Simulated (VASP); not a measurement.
```yaml
crystal:
  lattice:
    - [0.00000, 2.32731, 2.32731]
    - [2.32731, 0.00000, 2.32731]
    - [2.32731, 2.32731, 0.00000]
  atoms:
    - { symbol: Cd, position: [0.00000, 0.00000, 0.00000] }
    - { symbol: O, position: [0.50000, 0.50000, 0.50000] }
```

These are LDA (Ceperley-Alder, Perdew-Zunger) with spin-orbit coupling, VASP's LDA PAW potentials (set 64) (plane waves; VASP) values and carry that method's errors. Settings: 520 eV cut-off, 12×12×12 Γ-centred mesh, Gaussian smearing of 0.050 eV, potentials Cd O.

### Question
The job: CdO (space group Fm-3m), 2 atoms, LDA+SOC, static run, 520 eV, 12×12×12 Γ-centred mesh. Roughly how much core time does it take on a busy server core?

### Answer
About 2 core-minutes (one run on a shared machine, a rough figure). It had 72 irreducible k-points, 26 bands, up to 1400 plane waves and 14 electronic steps.

The structure comes from a computed database's CdO entry (Fm-3m); how it stands against other phases isn't given here. It was relaxed first.
